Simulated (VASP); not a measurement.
**CsPbBr3: a GW gap and what it depends on**

How far does the GW correction to the gap of CsPbBr3 depend on the settings? The starting structure is a measured crystal structure from the Crystallography Open Database. Cell and atoms stay as given.

Main program and level: VASP 6.6.1; GW on LDA orbitals, with plane waves and PAW data sets made for GW.

## (1) The structure

It takes space group Pm-3m (No. 221, cubic). The conventional cell has a = 5.870 Å, b = 5.870 Å, c = 5.870 Å, α = 90.00°, β = 90.00°, γ = 90.00°. Nearest to Pb lie 6 Br at 2.94 Å. Nearest to Cs lie 12 Br at 4.15 Å. Nearest to Br lie 2 Pb at 2.94 Å and 4 Cs at 4.15 Å. Farther neighbours and most contacts between anions are not listed.

Structure file:

```cif
data_structure
_symmetry_space_group_name_H-M 'P 1'
_symmetry_Int_Tables_number 1
_cell_length_a 5.8700
_cell_length_b 5.8700
_cell_length_c 5.8700
_cell_angle_alpha 90.000
_cell_angle_beta 90.000
_cell_angle_gamma 90.000
_cell_volume 202.26
loop_
_atom_site_label
_atom_site_type_symbol
_atom_site_fract_x
_atom_site_fract_y
_atom_site_fract_z
_atom_site_occupancy
Pb1 Pb 0.50000 0.50000 0.50000 1
Cs2 Cs 0.00000 0.00000 0.00000 1
Br3 Br 0.50000 0.50000 0.00000 1
Br4 Br 0.50000 0.00000 0.50000 1
Br5 Br 0.00000 0.50000 0.50000 1
```

## (2) G0W0 (response cutoff 100 eV, 2×2×2 mesh)

It reads the orbitals and their derivatives (WAVECAR and WAVEDER) of a run with the empty bands, which follows a ground-state run; neither is shown.

INCAR reads:

```
SYSTEM = CsPbBr3
PREC = Accurate
ENCUT = 300
ISMEAR = 0
SIGMA = 0.01
LREAL = .FALSE.
GGA = CA
NBANDS = 464
ALGO = EVGW0
NELMGW = 1
ENCUTGW = 100
NOMEGA = 40
PRECFOCK = Fast
NBANDSGW = 32
LWAVE = .FALSE.
LCHARG = .FALSE.
```

POSCAR reads:

```
CsPbBr3
1.0
    5.8700000000      0.0000000000      0.0000000000
    0.0000000000      5.8700000000      0.0000000000
    0.0000000000      0.0000000000      5.8700000000
Pb Cs Br
1 1 3
Direct
    0.5000000000      0.5000000000      0.5000000000
    0.0000000000      0.0000000000      0.0000000000
    0.5000000000      0.5000000000      0.0000000000
    0.5000000000      0.0000000000      0.5000000000
    0.0000000000      0.5000000000      0.5000000000
```

KPOINTS reads:

```
Automatic mesh
0
Gamma
2 2 2
0 0 0
```

PAW data sets: Pb_d_GW, Cs_sv_GW and Br_GW (LDA family, release 64).

On the command line:

```
$ mpirun -np 8 vasp_std
```

Output:

```text
[banner, memory and clock lines left out]
running    8 mpi-ranks, on    1 nodes
 distrk:  each k-point on    8 cores,    1 groups
 distr:  one band on    1 cores,    8 groups

 POSCAR found type information on POSCAR PbCsBr
 POSCAR found :  3 types and       5 ions
|                                                                             |
|           W    W    AA    RRRRR   N    N  II  N    N   GGGG   !!!           |
|           W    W   A  A   R    R  NN   N  II  NN   N  G    G  !!!           |
|           W    W  A    A  R    R  N N  N  II  N N  N  G       !!!           |
|           W WW W  AAAAAA  RRRRR   N  N N  II  N  N N  G  GGG   !            |
|           WW  WW  A    A  R   R   N   NN  II  N   NN  G    G                |
|           W    W  A    A  R    R  N    N  II  N    N   GGGG   !!!           |
|                                                                             |
|     For optimal performance we recommend to set                             |
|       NCORE = 2 up to number-of-cores-per-socket                            |
|     NCORE specifies how many cores store one orbital (NPAR=cpu/NCORE).      |
|     This setting can greatly improve the performance of VASP for DFT.       |
|     The default, NCORE=1 might be grossly inefficient on modern             |
|     multi-core architectures or massively parallel machines. Do your        |
|     Unfortunately you need to use the default for GW and RPA                |
|     calculations (for HF NCORE is supported but not extensively tested      |
|     yet).                                                                   |
|                                                                             |

|                                                                             |
|           W    W    AA    RRRRR   N    N  II  N    N   GGGG   !!!           |
|           W    W   A  A   R    R  NN   N  II  NN   N  G    G  !!!           |
|           W    W  A    A  R    R  N N  N  II  N N  N  G       !!!           |
|           W WW W  AAAAAA  RRRRR   N  N N  II  N  N N  G  GGG   !            |
|           WW  WW  A    A  R   R   N   NN  II  N   NN  G    G                |
|           W    W  A    A  R    R  N    N  II  N    N   GGGG   !!!           |
|                                                                             |
|     The default for ENCUTGWSOFT is different in this version of VASP.       |
|     please manually set ENCUTGWSOFT =100 in the INCAR file.                 |
|                                                                             |

 LDA part: xc-table for (Slater(with rela. corr.)+CA(PZ))
 , standard interpolation
 found WAVECAR, reading the header
 POSCAR, INCAR and KPOINTS ok, starting setup
 FFT: planning ... GRIDC
 FFT: planning ... GRID_SOFT
 FFT: planning ... GRID
 reading WAVECAR
 the WAVECAR file was read successfully
 initial charge from wavefunction
 available memory per node:     30.99 GB, setting MAXMEM to     31731

 The Fermi energy was updated, please check that it is located mid-gap
 values below the HOMO (VB) or above the LUMO (CB) will cause erroneous energies
 E-fermi :   1.5897

 calculate exact exchange contribution
 the WAVEDER file was read successfully
|                                                                             |
|           W    W    AA    RRRRR   N    N  II  N    N   GGGG   !!!           |
|           W    W   A  A   R    R  NN   N  II  NN   N  G    G  !!!           |
|           W    W  A    A  R    R  N N  N  II  N N  N  G       !!!           |
|           W WW W  AAAAAA  RRRRR   N  N N  II  N  N N  G  GGG   !            |
|           WW  WW  A    A  R   R   N   NN  II  N   NN  G    G                |
|           W    W  A    A  R    R  N    N  II  N    N   GGGG   !!!           |
|                                                                             |
|     Automatic setting of frequency mesh for GW failed. Frequency mesh       |
|     properly not suitable for determining QP energies. Consider             |
|     increasing number of kpoints.                                           |
|                                                                             |

energies w=
    0.000    0.000    2.368    0.000    4.724    0.000    7.055    0.000
    9.352    0.000   11.609    0.000   13.819    0.000   15.983    0.000
   18.101    0.000   20.177    0.000   22.215    0.000   24.222    0.000
   26.206    0.000   28.175    0.000   30.139    0.000   32.109    0.000
   34.096    0.000   36.111    0.000   38.170    0.000   40.287    0.000
   42.480    0.000   44.769    0.000   47.176    0.000   49.729    0.000
   52.461    0.000   55.413    0.000   58.633    0.000   62.183    0.000
   66.145    0.000   70.620    0.000   75.745    0.000   81.708    0.000
   88.763    0.000   97.280    0.000  107.802    0.000  121.165    0.000
  138.727    0.000  162.844    0.000  197.993    0.000  253.847    0.000
 responsefunction array rank=     480
 LDA part: xc-table for (Slater(with rela. corr.)+CA(PZ))
 , standard interpolation

 min. memory requirement per mpi rank    260.5 MB, per node   2083.7 MB

 allocating   5 responsefunctions rank=   480
 shmem allocating  40 responsefunctions rank=   480
 response function shared by NCSHMEM nodes    1
 Doing            5  frequencies on each core in blocks of           40
NQ=   1    0.0000    0.0000    0.0000,
|.........|.........|.........|.........|.........|.........|.........|.........
 performed        281000 updates of chi_q(r,r)
 total number of BLAS operations        477.87 Gflops
NQ=   2    0.5000    0.0000    0.0000,
|.........|.........|.........|.........|.........|.........|.........|.........
 performed        680000 updates of chi_q(r,r)
 total number of BLAS operations       1172.52 Gflops
NQ=   3    0.5000    0.5000    0.0000,
|.........|.........|.........|.........|.........|.........|.........|.........
 performed       1079000 updates of chi_q(r,r)
 total number of BLAS operations       1873.14 Gflops
NQ=   4    0.5000    0.5000    0.5000,
|.........|.........|.........|.........|.........|.........|.........|.........
 performed       1360000 updates of chi_q(r,r)
 total number of BLAS operations       2391.22 Gflops
 resolving degeneracies of screened two electron integrals

 calculate QP shifts <psi_nk| G(iteration)W_0 |psi_nk>: iteration 1
 entering main loop
```

Wall time 26 s (8 MPI ranks of Intel Xeon 6975P-C (Granite Rapids), shared host); peak memory 2.7 GiB.

Lines that name or quote the potential files are left out of all logs, and their timing lines are given in words.

Parts of OUTCAR (step 2):

```text
ion  position               nearest neighbor table
   1  0.500  0.500  0.500-   3 2.94   4 2.94   5 2.94   3 2.94   4 2.94   5 2.94
   2  0.000  0.000  0.000-
   3  0.500  0.500  0.000-   1 2.94   1 2.94
   4  0.500  0.000  0.500-   1 2.94   1 2.94
   5  0.000  0.500  0.500-   1 2.94   1 2.94

  LATTYP: Found a simple cubic cell.
 ALAT       =     5.8700000000

 Subroutine GETGRP returns: Found 48 space group operations
 (whereof 48 operations were pure point group operations)

The static configuration has the point symmetry O_h .

 Found      4 irreducible k-points:

   k-points           NKPTS =      4   k-points in BZ     NKDIM =      8   number of bands    NBANDS=    464

   dimension x,y,z NGX =    36 NGY =   36 NGZ =   36
   dimension x,y,z NGXF=    72 NGYF=   72 NGZF=   72

   ENCUT  =  300.0 eV  22.05 Ry    4.70 a.u.   8.29  8.29  8.29*2*pi/ulx,y,z

   NELECT =      46.0000    total number of electrons

  energy-cutoff  :      300.00
  volume of cell :      202.26
      direct lattice vectors                 reciprocal lattice vectors
     5.870000000  0.000000000  0.000000000     0.170357751  0.000000000  0.000000000
     0.000000000  5.870000000  0.000000000     0.000000000  0.170357751  0.000000000
     0.000000000  0.000000000  5.870000000     0.000000000  0.000000000  0.170357751

 k-points in reciprocal lattice and weights: Automatic mesh
   0.00000000  0.00000000  0.00000000       0.125
   0.50000000  0.00000000  0.00000000       0.375
   0.50000000  0.50000000  0.00000000       0.375
   0.50000000  0.50000000  0.50000000       0.125

 E-fermi :   1.5897

 QP shifts <psi_nk| G(iteration)W_0 |psi_nk>: iteration 1
 for sc-GW calculations column KS-energies equals QP-energies in previous step
 and V_xc(KS)=  KS-energies - (<T + V_ion + V_H > + <T+V_H+V_ion>^1  + <V_x>^1)
 k-point   1 :       0.0000    0.0000    0.0000
  band No.  KS-energies  QP-energies   sigma(KS)   V_xc(KS)     V^pw_x(r,r')   Z            occupation Imag(sigma)
    ...
     20      -1.1403      -2.7541     -14.2664     -12.3380     -16.1444       0.8369       2.0000       0.7961
     21      -1.0175      -2.5348     -14.4524     -12.6358     -16.2810       0.8353       2.0000       0.7745
     22      -1.0175      -2.5348     -14.4524     -12.6358     -16.2810       0.8353       2.0000       0.7745
     23      -1.0175      -2.5348     -14.4524     -12.6358     -16.2810       0.8353       2.0000       0.7745
     24       3.6334       4.7659      -5.4631      -6.7463      -2.6030       0.8825       0.0000      -0.6203
     25       4.8239       6.0128      -5.3997      -6.7450      -2.5914       0.8837       0.0000      -0.6311
     26       4.8239       6.0128      -5.3997      -6.7450      -2.5914       0.8837       0.0000      -0.6311
     27       5.6156       6.8560      -6.1770      -7.5900      -3.2106       0.8779       0.0000      -0.6565
    ...

 k-point   2 :       0.5000    0.0000    0.0000
  band No.  KS-energies  QP-energies   sigma(KS)   V_xc(KS)     V^pw_x(r,r')   Z            occupation Imag(sigma)
    ...
     20      -1.2856      -2.8987     -13.9194     -11.9978     -15.7597       0.8395       2.0000       0.7912
     21      -1.1330      -2.6948     -14.2566     -12.3896     -16.0982       0.8365       2.0000       0.7843
     22      -1.1330      -2.6948     -14.2566     -12.3896     -16.0982       0.8365       2.0000       0.7843
     23      -0.4436      -1.9412     -14.8812     -13.0959     -16.2901       0.8388       2.0000       0.6668
     24       3.2970       4.2560      -9.4792     -10.5909      -6.5557       0.8626       0.0000      -0.6455
     25       5.1500       6.4237      -6.2016      -7.6509      -3.3105       0.8788       0.0000      -0.6532
     26       5.7202       6.8700      -5.6781      -6.9820      -2.7450       0.8818       0.0000      -0.6734
     27       5.8937       7.2520      -6.1780      -7.7201      -3.3136       0.8808       0.0000      -0.6648
    ...

 k-point   3 :       0.5000    0.5000    0.0000
  band No.  KS-energies  QP-energies   sigma(KS)   V_xc(KS)     V^pw_x(r,r')   Z            occupation Imag(sigma)
    ...
     20      -1.3803      -3.0487     -13.9394     -11.9539     -15.8076       0.8403       2.0000       0.8028
     21      -1.2501      -2.8562     -14.8904     -12.9664     -16.7236       0.8348       2.0000       0.7687
     22      -0.6432      -2.1558     -14.6347     -12.8200     -16.4465       0.8335       2.0000       0.7596
     23       0.2674      -1.1397     -14.8706     -13.1954     -15.9767       0.8400       2.0000       0.5944
     24       2.7975       3.7213      -9.1556     -10.2257      -6.2957       0.8632       0.0000      -0.6155
     25       2.7975       3.7213      -9.1556     -10.2257      -6.2957       0.8632       0.0000      -0.6155
     26       5.6506       6.8592      -9.5134     -10.9132      -6.4540       0.8634       0.0000      -0.7303
     27       5.9364       7.4237      -6.2339      -7.9253      -3.2265       0.8793       0.0000      -0.6800
    ...

 k-point   4 :       0.5000    0.5000    0.5000
  band No.  KS-energies  QP-energies   sigma(KS)   V_xc(KS)     V^pw_x(r,r')   Z            occupation Imag(sigma)
    ...
     20      -0.6299      -2.1416     -14.6658     -12.8506     -16.4813       0.8328       2.0000       0.7601
     21      -0.6299      -2.1416     -14.6658     -12.8506     -16.4813       0.8328       2.0000       0.7601
     22      -0.6299      -2.1416     -14.6658     -12.8506     -16.4813       0.8328       2.0000       0.7601
     23       0.9607      -0.3690     -14.9593     -13.3773     -15.8234       0.8406       2.0000       0.5382
     24       2.2188       3.1281      -8.5745      -9.6263      -5.7344       0.8645       0.0000      -0.5994
     25       2.2188       3.1281      -8.5745      -9.6263      -5.7344       0.8645       0.0000      -0.5994
     26       2.2188       3.1281      -8.5745      -9.6263      -5.7344       0.8645       0.0000      -0.5994
     27       5.1670       6.4137      -5.4977      -6.9110      -2.5343       0.8822       0.0000      -0.6492
    ...
```

G0W0 (response cutoff 100 eV, 2×2×2 mesh): the quasiparticle gap on this mesh is 3.497 eV, +2.239 eV from the LDA gap on the same points, with 464 bands.

## (3) G0W0 (response cutoff 160 eV, 2×2×2 mesh)

It reads the orbitals and their derivatives (WAVECAR and WAVEDER) of a run with the empty bands, which follows a ground-state run; neither is shown.

Changes to INCAR since step 2:

```diff
@@ -7,6 +7,6 @@
 GGA = CA
-NBANDS = 464
+NBANDS = 936
 ALGO = EVGW0
 NELMGW = 1
-ENCUTGW = 100
+ENCUTGW = 160
 NOMEGA = 40
```

POSCAR is that of step 2.

KPOINTS is that of step 2.

On the command line:

```
$ mpirun -np 8 vasp_std
```

Output:

```text
[banner, memory and clock lines left out]
running    8 mpi-ranks, on    1 nodes
[...]
[... a notice as in an earlier step ...]

|                                                                             |
|           W    W    AA    RRRRR   N    N  II  N    N   GGGG   !!!           |
|           W    W   A  A   R    R  NN   N  II  NN   N  G    G  !!!           |
|           W    W  A    A  R    R  N N  N  II  N N  N  G       !!!           |
|           W WW W  AAAAAA  RRRRR   N  N N  II  N  N N  G  GGG   !            |
|           WW  WW  A    A  R   R   N   NN  II  N   NN  G    G                |
|           W    W  A    A  R    R  N    N  II  N    N   GGGG   !!!           |
|                                                                             |
|     The default for ENCUTGWSOFT is different in this version of VASP.       |
|     please manually set ENCUTGWSOFT =160 in the INCAR file.                 |
|                                                                             |

[...]
min. memory requirement per mpi rank    763.1 MB, per node   6104.6 MB

 allocating   5 responsefunctions rank=   952
 shmem allocating  40 responsefunctions rank=   952
 response function shared by NCSHMEM nodes    1
 Doing            5  frequencies on each core in blocks of           40
NQ=   1    0.0000    0.0000    0.0000,
|.........|.........|.........|.........|.........|.........|.........|.........
 performed        575000 updates of chi_q(r,r)
 total number of BLAS operations       3939.98 Gflops
NQ=   2    0.5000    0.0000    0.0000,
|.........|.........|.........|.........|.........|.........|.........|.........
 performed       1390000 updates of chi_q(r,r)
 total number of BLAS operations       9412.08 Gflops
NQ=   3    0.5000    0.5000    0.0000,
|.........|.........|.........|.........|.........|.........|.........|.........
 performed       2205000 updates of chi_q(r,r)
 total number of BLAS operations      15322.75 Gflops
NQ=   4    0.5000    0.5000    0.5000,
|.........|.........|.........|.........|.........|.........|.........|.........
 performed       2780000 updates of chi_q(r,r)
 total number of BLAS operations      19152.76 Gflops
 resolving degeneracies of screened two electron integrals

 calculate QP shifts <psi_nk| G(iteration)W_0 |psi_nk>: iteration 1
 entering main loop
[key lines of the parts left out:]
E-fermi :   1.5897
```

Wall time 95 s (8 MPI ranks); peak memory 7 GiB; 13 min of CPU time.

From OUTCAR (step 3):

```text
 QP shifts <psi_nk| G(iteration)W_0 |psi_nk>: iteration 1
 for sc-GW calculations column KS-energies equals QP-energies in previous step
 and V_xc(KS)=  KS-energies - (<T + V_ion + V_H > + <T+V_H+V_ion>^1  + <V_x>^1)
 k-point   1 :       0.0000    0.0000    0.0000
  band No.  KS-energies  QP-energies   sigma(KS)   V_xc(KS)     V^pw_x(r,r')   Z            occupation Imag(sigma)
    ...
     20      -1.1403      -2.9693     -14.5280     -12.3380     -16.1444       0.8352       2.0000       0.7893
     21      -1.0175      -2.7608     -14.7277     -12.6358     -16.2810       0.8334       2.0000       0.7674
     22      -1.0175      -2.7608     -14.7277     -12.6358     -16.2810       0.8334       2.0000       0.7674
     23      -1.0175      -2.7608     -14.7277     -12.6358     -16.2810       0.8334       2.0000       0.7674
     24       3.6334       4.7089      -5.5278      -6.7463      -2.6030       0.8826       0.0000      -0.6214
     25       4.8239       5.9558      -5.4643      -6.7450      -2.5914       0.8838       0.0000      -0.6324
     26       4.8239       5.9558      -5.4643      -6.7450      -2.5914       0.8838       0.0000      -0.6324
     27       5.6156       6.7851      -6.2575      -7.5900      -3.2106       0.8777       0.0000      -0.6580
    ...

[... 1 part as in an earlier step ...]

[... 2 further parts left out ...]
[key lines of the parts left out:]
E-fermi :   1.5897
```

G0W0 (response cutoff 160 eV, 2×2×2 mesh): the quasiparticle gap on this mesh is 3.627 eV, +2.369 eV from the LDA gap on the same points, with 936 bands.

[end of part 1 of 2]

[Lines on the potential files, build, host, timing and source positions are cut from VASP's logs without a mark.]

[Logs are printed without paths, hosts, clocks, repeated set-up lines and the standing remarks that a program may print on its own settings, such as how far it seeks lower states.]

[Hosts, paths, dates, database ids (printed as entryN), source tags and the programs' standing remarks are cut or masked in the printed files.]
